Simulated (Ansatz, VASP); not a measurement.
## B5O: VASP beside Ansatz

```
B O
1.0
     2.86618    0.00000    0.00000
    -1.43309    2.48219    0.00000
     0.00000    0.00000    6.39477
B O
5 1
Direct
  0.33333 0.66667 0.64125
  0.33333 0.66667 0.35875
  0.66667 0.33333 0.35875
  0.66667 0.33333 0.64125
  0.00000 0.00000 0.50000
  0.00000 0.00000 0.00000
```

Alike in both runs: task single point; functional PBE; k mesh 6 × 6 × 4; occupations gaussian, width 0.1 eV; collinear spin.

```csv
,VASP,Ansatz
version,VASP 6.6.1,Ansatz 0.2.0
potentials or method,"VASP PAW PBE potentials, release 64 (B, O)","scalar-relativistic, plane waves, PAW"
plane-wave cutoff (eV),520,420
valence electrons in the cell,21,21
```

```tsv
	VASP	Ansatz	Ansatz less VASP
gap on the k mesh at the Fermi level (eV)	none	none	-
rms of the force components (eV/Å)	1.545	1.540	-0.0044
net moment per atom (μB)	0.28	0.28	0.000
size of the moment on the site where the two differ most (μB)	1.27	1.52	+0.249
```

Site moments also hang on the region over which each program counts them. Atom by atom the forces differ by 0.004 eV/Å (rms over components). A gap of «none» marks a metal or a gap that the smearing closes. With one functional, cell and mesh, what is left measures potentials, basis and numerics.

Caveats: the k mesh is coarse (spacing up to 0.42 Å⁻¹), so the values aren't converged; forces of over 1 eV/Å show positions far from the minimum, so gaps and moduli don't describe the material at rest.
